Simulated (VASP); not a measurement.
Data:

```
CELL_PARAMETERS angstrom
      1.27590    -2.20992     0.00000
      1.27590     2.20992     0.00000
      0.00000     0.00000     4.22156
ATOMIC_POSITIONS crystal
  B  0.66667 0.33333 0.50032
  B  0.33333 0.66667 0.00032
  N  0.66667 0.33333 0.87468
  N  0.33333 0.66667 0.37468
```

These are optB86b-vdW, VASP's PBE PAW potentials (set 64) (plane waves; VASP) values and carry that method's errors. Numerical set-up: 520 eV cut-off, Gaussian smearing of 0.050 eV, potentials B N.

Task: Give the energies of bands 3 to 11 at the high-symmetry points, in eV from the valence-band maximum.

Result: 
| band | Γ | M | K | A | L | H |
|---|---|---|---|---|---|---|
| 3 | -10.82 | -9.40 | -9.15 | -5.66 | -9.93 | -8.75 |
| 4 | -2.10 | -7.73 | -7.13 | -5.66 | -9.93 | -8.75 |
| 5 | -2.10 | -6.84 | -7.13 | -1.16 | -3.73 | -7.66 |
| 6 | -0.28 | -4.93 | -5.38 | -1.16 | -3.73 | -7.66 |
| 7 | 0.00 | -4.37 | -5.37 | -1.16 | -3.54 | -3.01 |
| 8 | 0.00 | -2.09 | -5.37 | -1.16 | -3.54 | -3.01 |
| 9 | 8.38 | 6.74 | 5.21 | 9.50 | 6.62 | 9.35 |
| 10 | 8.38 | 7.96 | 13.44 | 9.50 | 6.62 | 9.35 |
| 11 | 8.61 | 10.59 | 13.46 | 9.92 | 10.04 | 10.16 |

The gap is indirect, 5.21 eV, from the valence maximum at Γ to the conduction minimum at K.

The compound is BN in the wurtzite structure, a metastable high-pressure form. It was relaxed first.
